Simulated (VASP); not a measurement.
# Local probes of CsPbCl3, part 2 of 3

Aim: the field gradients that the nuclei of CsPbCl3 feel, by functional. The cell has space group Pm-3m. The start is a cell from a database of measured crystal structures.

VASP 6.6.1, plane waves and PAW; the level of theory is named at each step.

So far. Step 2 (Relaxation): The forces stay under 1e-4 eV/Å. Step 3 (Local probes at LDA): The largest gradient is 84.67 V/Å², at Cl3.

## (4) Changed settings: ISMEAR = 0, SIGMA = 0.1 and NBANDS = 26

Level of this step: LDA; plane waves and PAW (Pb_d, Cs_sv, Cl) (VASP).

The first run is repeated with other settings.

INCAR reads:

```
SYSTEM = CsPbCl3
PREC = Accurate
ENCUT = 400
EDIFF = 1E-07
NELM = 100
ISMEAR = 0
SIGMA = 0.1
LREAL = .FALSE.
ALGO = Normal
GGA = CA
NBANDS = 26
LORBIT = 11
LWAVE = .FALSE.
LCHARG = .FALSE.
KPAR = 2
LEFG = .TRUE.
ICORELEVEL = 1
LASPH = .TRUE.
```

POSCAR reads:

```
CsPbCl3
1.0
    5.6050000000      0.0000000000      0.0000000000
    0.0000000000      5.6050000000      0.0000000000
    0.0000000000      0.0000000000      5.6050000000
Pb Cs Cl
1 1 3
Direct
    0.5000000000      0.5000000000      0.5000000000
    0.0000000000      0.0000000000      0.0000000000
    0.5000000000      0.5000000000      0.0000000000
    0.0000000000      0.5000000000      0.5000000000
    0.5000000000      0.0000000000      0.5000000000
```

KPOINTS reads:

```
Automatic mesh
0
Gamma
6 6 6
0 0 0
```

The projector-augmented-wave data sets are Pb_d, Cs_sv and Cl (PBE family, release 64).

The run is started by

```console
$ mpirun -np 2 vasp_std
```

The program printed:

```text
[... set-up lines as in an earlier step ...]
 entering main loop
       N       E                     dE             d eps       ncg     rms          rms(c)
DAV:   1     0.378460169113E+03    0.37846E+03   -0.17177E+04  1040   0.128E+03
DAV:   2     0.219284537998E+02   -0.35653E+03   -0.34871E+03  1318   0.325E+02
DAV:   3    -0.187763125414E+02   -0.40705E+02   -0.40551E+02  1246   0.120E+02
DAV:   4    -0.202555752024E+02   -0.14793E+01   -0.14766E+01  1436   0.300E+01
DAV:   5    -0.202900535778E+02   -0.34478E-01   -0.34449E-01  1314   0.343E+00    0.560E+00
DAV:   6    -0.196019211364E+02    0.68813E+00   -0.16079E+00  1430   0.152E+01    0.319E+00
DAV:   7    -0.195568732230E+02    0.45048E-01   -0.49802E-01  1560   0.497E+00    0.127E+00
DAV:   8    -0.195537753985E+02    0.30978E-02   -0.60816E-02  1500   0.203E+00    0.298E-01
DAV:   9    -0.195517665817E+02    0.20088E-02   -0.12501E-02  1514   0.955E-01    0.108E-01
DAV:  10    -0.195518060206E+02   -0.39439E-04   -0.12479E-03  1488   0.300E-01    0.274E-02
DAV:  11    -0.195518078767E+02   -0.18562E-05   -0.11384E-04  1326   0.706E-02    0.819E-03
DAV:  12    -0.195518086040E+02   -0.72725E-06   -0.34951E-05  1328   0.272E-02    0.931E-03
DAV:  13    -0.195518070052E+02    0.15988E-05   -0.58869E-06  1542   0.193E-02    0.344E-03
DAV:  14    -0.195518069953E+02    0.98917E-08   -0.51300E-07  1232   0.476E-03
ion   1
     0.0000000    -0.0000000    -0.0000000    -0.0000000     0.0000000     0.0000000
     0.0000688    -0.0000000    -0.0000000    -0.0000000     0.0000000     0.0000000
     0.0000947    -0.0000000    -0.0000000    -0.0000000     0.0000000     0.0000000
     0.0001304    -0.0000000    -0.0000000    -0.0000000     0.0000000     0.0000000
     0.0001796    -0.0000000    -0.0000000    -0.0000000     0.0000000     0.0000000

     0.0000000     0.0000000     0.0000000    -0.0000000    -0.0000000     0.0000000
     0.0000688     0.0000000     0.0000000    -0.0000000    -0.0000000     0.0000000
     0.0000947     0.0000000     0.0000000    -0.0000000    -0.0000000     0.0000000
     0.0001304     0.0000000     0.0000000    -0.0000000    -0.0000000     0.0000000
     0.0001796     0.0000000     0.0000000    -0.0000000    -0.0000000     0.0000000

ion   2
     0.0000000     0.0000000     0.0000000    -0.0000000    -0.0000000    -0.0000000
     0.0000593     0.0000000     0.0000000    -0.0000000    -0.0000000    -0.0000000
     0.0000817     0.0000000     0.0000000    -0.0000000    -0.0000000    -0.0000000
     0.0001125     0.0000000     0.0000000    -0.0000000    -0.0000000    -0.0000000
     0.0001549     0.0000000     0.0000000    -0.0000000    -0.0000000    -0.0000000

     0.0000000     0.0000000     0.0000000    -0.0000000    -0.0000000    -0.0000000
     0.0000593     0.0000000     0.0000000    -0.0000000    -0.0000000    -0.0000000
     0.0000817     0.0000000     0.0000000    -0.0000000    -0.0000000    -0.0000000
     0.0001125     0.0000000     0.0000000    -0.0000000    -0.0000000    -0.0000000
     0.0001549     0.0000000     0.0000000    -0.0000000    -0.0000000    -0.0000000

ion   3
     0.0000000    -0.0000000    -0.0000000    -4.0135310    -0.0000000    -0.0000000
     0.0000382    -0.0000000    -0.0000000    -4.0135310    -0.0000000    -0.0000000
     0.0000526    -0.0000000    -0.0000000    -4.0135309    -0.0000000    -0.0000000
     0.0000724    -0.0000000    -0.0000000    -4.0135309    -0.0000000    -0.0000000
     0.0000997    -0.0000000    -0.0000000    -4.0135308    -0.0000000    -0.0000000

     0.0000000    -0.0000000    -0.0000000   -66.9153876    -0.0000000    -0.0000000
     0.0000382    -0.0000000    -0.0000000   -66.9151452    -0.0000000    -0.0000000
     0.0000526    -0.0000000    -0.0000000   -66.9149986    -0.0000000    -0.0000000
     0.0000724    -0.0000000    -0.0000000   -66.9147554    -0.0000000    -0.0000000
     0.0000997    -0.0000000    -0.0000000   -66.9143548    -0.0000000    -0.0000000

ion   4
     0.0000000     0.0000000    -0.0000000     2.0067655     0.0000000    -3.4758198
     0.0000382     0.0000000    -0.0000000     2.0067655     0.0000000    -3.4758198
     0.0000526     0.0000000    -0.0000000     2.0067655     0.0000000    -3.4758197
     0.0000724     0.0000000    -0.0000000     2.0067654     0.0000000    -3.4758197
     0.0000997     0.0000000    -0.0000000     2.0067654     0.0000000    -3.4758196

     0.0000000     0.0000000    -0.0000000    33.4576938     0.0000000   -57.9504256
     0.0000382     0.0000000    -0.0000000    33.4575726     0.0000000   -57.9502156
     0.0000526     0.0000000    -0.0000000    33.4574993     0.0000000   -57.9500887
     0.0000724     0.0000000    -0.0000000    33.4573777     0.0000000   -57.9498781
     0.0000997     0.0000000    -0.0000000    33.4571774     0.0000000   -57.9495311

ion   5
     0.0000000    -0.0000000     0.0000000     2.0067655    -0.0000000     3.4758198
     0.0000382    -0.0000000     0.0000000     2.0067655    -0.0000000     3.4758198
     0.0000526    -0.0000000     0.0000000     2.0067655    -0.0000000     3.4758197
     0.0000724    -0.0000000     0.0000000     2.0067654    -0.0000000     3.4758197
     0.0000997    -0.0000000     0.0000000     2.0067654    -0.0000000     3.4758196

     0.0000000    -0.0000000     0.0000000    33.4576938    -0.0000000    57.9504256
     0.0000382    -0.0000000     0.0000000    33.4575726    -0.0000000    57.9502156
     0.0000526    -0.0000000     0.0000000    33.4574993    -0.0000000    57.9500887
     0.0000724    -0.0000000     0.0000000    33.4573777    -0.0000000    57.9498781
     0.0000997    -0.0000000     0.0000000    33.4571774    -0.0000000    57.9495311

   1 F= -.19551807E+02 E0= -.19551807E+02  d E =-.164975E-11
```

It took 17 s on 2 MPI ranks of Intel Xeon 6975P-C (Granite Rapids), shared host; peak memory 0.44 GiB; 32 s of CPU time.

OUTCAR, selected parts (step 4):

```text
The static configuration has the point symmetry O_h .

 Found     20 irreducible k-points:

   k-points           NKPTS =     20   k-points in BZ     NKDIM =     20   number of bands    NBANDS=     26

   NELECT =      44.0000    total number of electrons

 the core state eigenenergies are
   1-  1s -88086.0708  2s -15747.5490  2p -13502.3153  3s  -3775.7617  3p  -3132.2990
       3d  -2477.3557  4s   -850.2349  4p   -639.4363  4d   -395.8190  4f   -126.8453
       5s   -137.9327  5p    -79.6034
   2-  1s -35783.2349  2s  -5606.6263  2p  -5028.0206  3s  -1160.0293  3p   -973.9302
       3d   -701.0311  4s   -213.1515  4p   -153.6724  4d    -67.1477
   3-  1s  -2742.5168  2s   -244.2235  2p   -183.1296
   4-  1s  -2742.5168  2s   -244.2235  2p   -183.1296
   5-  1s  -2742.5168  2s   -244.2235  2p   -183.1296

 E-fermi :   1.9533

 k-point     1 :       0.0000    0.0000    0.0000
  band No.  band energies     occupation
    ...
     18      -1.1076      2.00000
     19      -1.1076      2.00000
     20      -0.9948      2.00000
     21      -0.9948      2.00000
     22      -0.9948      2.00000
     23       4.4781      0.00000
     24       5.5209      0.00000
     25       5.5209      0.00000
     26       6.4947      0.00000

 k-point     2 :       0.1667    0.0000    0.0000
  band No.  band energies     occupation
    ...
     18      -1.1345      2.00000
     19      -1.1345      2.00000
     20      -1.0241      2.00000
     21      -1.0241      2.00000
     22      -0.9919      2.00000
     23       4.7482      0.00000
     24       5.7101      0.00000
     25       5.7241      0.00000
     26       6.5888      0.00000

  Total       -1.2622011     -1.2622011     -1.2622011      0.0000000      0.0000000      0.0000000
  in kB      -11.4845054    -11.4845054    -11.4845054      0.0000000      0.0000000      0.0000000
  external PRESSURE =     -11.4845054 kB  Pullay stress =       0.0000000 kB

  FREE ENERGIE OF THE ION-ELECTRON SYSTEM (eV)
  ---------------------------------------------------
  free  energy   TOTEN  =       -19.5518069953 eV

  energy  without entropy=      -19.5518069953  energy(sigma->0) =      -19.55180700

 Electric field gradients after diagonalization (V/A^2)
 (convention: |V_zz| > |V_xx| > |V_yy|)
----------------------------------------------------------------------
 ion       V_xx      V_yy      V_zz     asymmetry (V_yy - V_xx)/ V_zz
----------------------------------------------------------------------
   1      -0.000     0.000    -0.000      -0.998
   2      -0.000    -0.000    -0.000      -0.584
   3     -42.333   -42.333    84.665       0.000
   4     -42.333   -42.333    84.665       0.000
   5     -42.333   -42.333    84.665       0.000
----------------------------------------------------------------------

[... 9 parts as in an earlier step ...]

[... 4 further parts left out ...]
```

Numbers from this step:

```
Fermi energy : 1.953 eV
```

The two shallowest core shells; atoms whose shallowest level rounds to another's at 0.01 eV are left out. Core levels, by row:

```csv
atom,shell,level below the valence-band top (eV)
Pb1,4f,128.4
Pb1,5p,81.12
Cs2,4p,155.2
Cs2,4d,68.67
Cl3,2s,245.7
Cl3,2p,184.6
```

Ordered as |Vzz| ≥ |Vxx| ≥ |Vyy|, the program's way. Electric field gradients, by row:

```csv
atom,Vxx (V/Å²),Vyy (V/Å²),Vzz (V/Å²),asymmetry
Pb1,0,0,0,-
Cs2,0,0,0,-
Cl3,-42.33,-42.33,84.67,0
Cl4,-42.33,-42.33,84.67,0
Cl5,-42.33,-42.33,84.67,0
```

The largest gradient is 84.67 V/Å², at Cl3.

The run ends at a pressure of -1.15 GPa.

## (5) Local probes at PBE

This step: PBE; plane waves and PAW (Pb_d, Cs_sv, Cl) (VASP 6.6.1).

Field gradients probe the charge near the nuclei, so LASPH is on and the cutoff is at least 1.4 times the default of the data sets; this run is at PBE.

INCAR, as its differences from that of step 4:

```diff
@@ -5,8 +5,8 @@
 NELM = 100
-ISMEAR = 0
-SIGMA = 0.1
+ISMEAR = -1
+SIGMA = 0.05
 LREAL = .FALSE.
 ALGO = Normal
-GGA = CA
-NBANDS = 26
+GGA = PE
+NBANDS = 28
 LORBIT = 11
```

POSCAR is that of step 4.

KPOINTS is that of step 4.

The run is started by

```console
$ mpirun -np 2 vasp_std
```

The program printed:

```text
[banner, memory and clock lines left out]
running    2 mpi-ranks, on    1 nodes
 distrk:  each k-point on    1 cores,    2 groups
 distr:  one band on    1 cores,    1 groups

 POSCAR found type information on POSCAR PbCsCl
 POSCAR found :  3 types and       5 ions
 LDA part: xc-table for (Slater+PW92), standard interpolation
 POSCAR, INCAR and KPOINTS ok, starting setup
 FFT: planning ... GRIDC
 FFT: planning ... GRID_SOFT
 FFT: planning ... GRID
 WAVECAR not read
 entering main loop
       N       E                     dE             d eps       ncg     rms          rms(c)
DAV:   1     0.374807595825E+03    0.37481E+03   -0.17163E+04  1120   0.119E+03
DAV:   2     0.251389395300E+02   -0.34967E+03   -0.33865E+03  1348   0.303E+02
DAV:   3    -0.168012320623E+02   -0.41940E+02   -0.41403E+02  1404   0.116E+02
DAV:   4    -0.183002395455E+02   -0.14990E+01   -0.14948E+01  1516   0.277E+01
DAV:   5    -0.183445921350E+02   -0.44353E-01   -0.44319E-01  1496   0.384E+00    0.538E+00
DAV:   6    -0.175242645150E+02    0.82033E+00   -0.16276E+00  1616   0.134E+01    0.351E+00
DAV:   7    -0.174863688785E+02    0.37896E-01   -0.61378E-01  1676   0.471E+00    0.188E+00
DAV:   8    -0.175009198024E+02   -0.14551E-01   -0.79600E-02  1576   0.239E+00    0.268E-01
DAV:   9    -0.174992047079E+02    0.17151E-02   -0.17984E-02  1736   0.112E+00    0.130E-01
DAV:  10    -0.174997322702E+02   -0.52756E-03   -0.18649E-03  1308   0.261E-01    0.500E-02
DAV:  11    -0.174997987798E+02   -0.66510E-04   -0.17546E-04  1516   0.113E-01    0.122E-02
DAV:  12    -0.174998009887E+02   -0.22089E-05   -0.30809E-05  1560   0.698E-02    0.458E-03
DAV:  13    -0.174998009265E+02    0.62145E-07   -0.30317E-06  1620   0.161E-02    0.245E-03
DAV:  14    -0.174998010066E+02   -0.80071E-07   -0.70935E-07  1324   0.770E-03
ion   1
     0.0000000    -0.0000000    -0.0000000     0.0000000    -0.0000000     0.0000000
     0.0000688    -0.0000000    -0.0000000     0.0000000    -0.0000000     0.0000000
     0.0000947    -0.0000000    -0.0000000     0.0000000    -0.0000000     0.0000000
     0.0001304    -0.0000000    -0.0000000     0.0000000    -0.0000000     0.0000000
     0.0001796    -0.0000000    -0.0000000     0.0000000    -0.0000000     0.0000000

     0.0000000     0.0000000    -0.0000000     0.0000000     0.0000000     0.0000000
     0.0000688     0.0000000    -0.0000000     0.0000000     0.0000000     0.0000000
     0.0000947     0.0000000    -0.0000000     0.0000000     0.0000000     0.0000000
     0.0001304     0.0000000    -0.0000000     0.0000000     0.0000000     0.0000000
     0.0001796     0.0000000    -0.0000000     0.0000000     0.0000000     0.0000000

ion   2
     0.0000000     0.0000000     0.0000000     0.0000000    -0.0000000     0.0000000
     0.0000593     0.0000000     0.0000000     0.0000000    -0.0000000     0.0000000
     0.0000817     0.0000000     0.0000000     0.0000000    -0.0000000     0.0000000
     0.0001125     0.0000000     0.0000000     0.0000000    -0.0000000     0.0000000
     0.0001549     0.0000000     0.0000000     0.0000000    -0.0000000     0.0000000

     0.0000000     0.0000000     0.0000000     0.0000000    -0.0000000     0.0000000
     0.0000593     0.0000000     0.0000000     0.0000000    -0.0000000     0.0000000
     0.0000817     0.0000000     0.0000000     0.0000000    -0.0000000     0.0000000
     0.0001125     0.0000000     0.0000000     0.0000000    -0.0000000     0.0000000
     0.0001549     0.0000000     0.0000000     0.0000000    -0.0000000     0.0000000

ion   3
     0.0000000     0.0000000     0.0000000    -3.9510864     0.0000000     0.0000000
     0.0000382     0.0000000     0.0000000    -3.9510864     0.0000000     0.0000000
     0.0000526     0.0000000     0.0000000    -3.9510864     0.0000000     0.0000000
     0.0000724     0.0000000     0.0000000    -3.9510863     0.0000000     0.0000000
     0.0000997     0.0000000     0.0000000    -3.9510862     0.0000000     0.0000000

     0.0000000     0.0000000     0.0000000   -66.0538699     0.0000000     0.0000000
     0.0000382     0.0000000     0.0000000   -66.0536307     0.0000000     0.0000000
     0.0000526     0.0000000     0.0000000   -66.0534861     0.0000000     0.0000000
     0.0000724     0.0000000     0.0000000   -66.0532461     0.0000000     0.0000000
     0.0000997     0.0000000     0.0000000   -66.0528508     0.0000000     0.0000000

ion   4
     0.0000000     0.0000000    -0.0000000     1.9755432    -0.0000000    -3.4217412
     0.0000382     0.0000000    -0.0000000     1.9755432    -0.0000000    -3.4217412
     0.0000526     0.0000000    -0.0000000     1.9755432    -0.0000000    -3.4217412
     0.0000724     0.0000000    -0.0000000     1.9755432    -0.0000000    -3.4217411
     0.0000997     0.0000000    -0.0000000     1.9755431    -0.0000000    -3.4217410

     0.0000000     0.0000000    -0.0000000    33.0269349    -0.0000000   -57.2043293
     0.0000382     0.0000000    -0.0000000    33.0268153    -0.0000000   -57.2041222
     0.0000526     0.0000000    -0.0000000    33.0267430    -0.0000000   -57.2039969
     0.0000724     0.0000000    -0.0000000    33.0266230    -0.0000000   -57.2037891
     0.0000997     0.0000000    -0.0000000    33.0264254    -0.0000000   -57.2034468

ion   5
     0.0000000     0.0000000     0.0000000     1.9755432     0.0000000     3.4217412
     0.0000382     0.0000000     0.0000000     1.9755432     0.0000000     3.4217412
     0.0000526     0.0000000     0.0000000     1.9755432     0.0000000     3.4217412
     0.0000724     0.0000000     0.0000000     1.9755432     0.0000000     3.4217411
     0.0000997     0.0000000     0.0000000     1.9755431     0.0000000     3.4217410

     0.0000000     0.0000000     0.0000000    33.0269349     0.0000000    57.2043293
     0.0000382     0.0000000     0.0000000    33.0268153     0.0000000    57.2041222
     0.0000526     0.0000000     0.0000000    33.0267430     0.0000000    57.2039969
     0.0000724     0.0000000     0.0000000    33.0266230     0.0000000    57.2037891
     0.0000997     0.0000000     0.0000000    33.0264254     0.0000000    57.2034468

   1 F= -.17499801E+02 E0= -.17499801E+02  d E =-.140556E-09
```

Run time: 21 s. Hardware: 2 MPI ranks; peak memory 0.5 GiB.

Parts of OUTCAR (step 5):

```text
   NELECT =      44.0000    total number of electrons

 the core state eigenenergies are
   1-  1s -88085.4098  2s -15746.9010  2p -13501.6639  3s  -3775.1703  3p  -3131.7084
       3d  -2476.7566  4s   -849.7264  4p   -638.9369  4d   -395.3265  4f   -126.3617
       5s   -137.5917  5p    -79.3115
   2-  1s -35783.1313  2s  -5606.5290  2p  -5027.9229  3s  -1159.9389  3p   -973.8398
       3d   -700.9401  4s   -213.0721  4p   -153.5937  4d    -67.0704
   3-  1s  -2742.2952  2s   -243.9579  2p   -182.8691
   4-  1s  -2742.2952  2s   -243.9579  2p   -182.8691
   5-  1s  -2742.2952  2s   -243.9579  2p   -182.8691

 E-fermi :   2.7469

 k-point     1 :       0.0000    0.0000    0.0000
  band No.  band energies     occupation
    ...
     18      -0.8429      2.00000
     19      -0.8429      2.00000
     20      -0.7358      2.00000
     21      -0.7358      2.00000
     22      -0.7358      2.00000
     23       5.1459      0.00000
     24       6.0853      0.00000
     25       6.0853      0.00000
     26       7.0044      0.00000
     27       7.0044      0.00000
    ...

  Total        1.8857232      1.8857232      1.8857232      0.0000000      0.0000000     -0.0000000
  in kB       17.1578034     17.1578034     17.1578034      0.0000000      0.0000000     -0.0000000
  external PRESSURE =      17.1578034 kB  Pullay stress =       0.0000000 kB

  FREE ENERGIE OF THE ION-ELECTRON SYSTEM (eV)
  ---------------------------------------------------
  free  energy   TOTEN  =       -17.4998010066 eV

  energy  without entropy=      -17.4998010065  energy(sigma->0) =      -17.49980101

 Electric field gradients after diagonalization (V/A^2)
 (convention: |V_zz| > |V_xx| > |V_yy|)
----------------------------------------------------------------------
 ion       V_xx      V_yy      V_zz     asymmetry (V_yy - V_xx)/ V_zz
----------------------------------------------------------------------
   1      -0.000    -0.000    -0.000      -0.086
   2      -0.000    -0.000     0.000       0.050
   3     -41.851   -41.851    83.701       0.000
   4     -41.851   -41.851    83.701       0.000
   5     -41.851   -41.851    83.701       0.000
----------------------------------------------------------------------

[... 9 parts as in an earlier step ...]

[... 8 further parts left out ...]
```

Numbers from this step:

```yaml
free_energy_toten: -17.50 eV
fermi_energy: 2.747 eV
pressure: 1.716 GPa
```

The two shallowest core shells; atoms whose shallowest level rounds to another's at 0.01 eV are left out. Core levels, by row:

```csv
atom,shell,level below the valence-band top (eV)
Pb1,4f,128.2
Pb1,5p,81.12
Cs2,4p,155.4
Cs2,4d,68.88
Cl3,2s,245.8
Cl3,2p,184.7
```

Ordered as |Vzz| ≥ |Vxx| ≥ |Vyy|, the program's way. Electric field gradients, by row:

```csv
atom,Vxx (V/Å²),Vyy (V/Å²),Vzz (V/Å²),asymmetry
Pb1,0,0,0,-
Cs2,0,0,0,-
Cl3,-41.85,-41.85,83.7,0
Cl4,-41.85,-41.85,83.7,0
Cl5,-41.85,-41.85,83.7,0
```

The largest gradient is 83.70 V/Å², at Cl3.

The run ends at a pressure of 1.72 GPa.

[end of part 2 of 3]

[Lines on the potential files, build, host, timing and source positions are cut from VASP's logs without a mark.]

[Logs are printed without paths, hosts, clocks, repeated set-up lines and the standing remarks that a program may print on its own settings, such as how far it seeks lower states.]

[Hosts, paths, dates, database ids (printed as entryN), source tags and the programs' standing remarks are cut or masked in the printed files.]
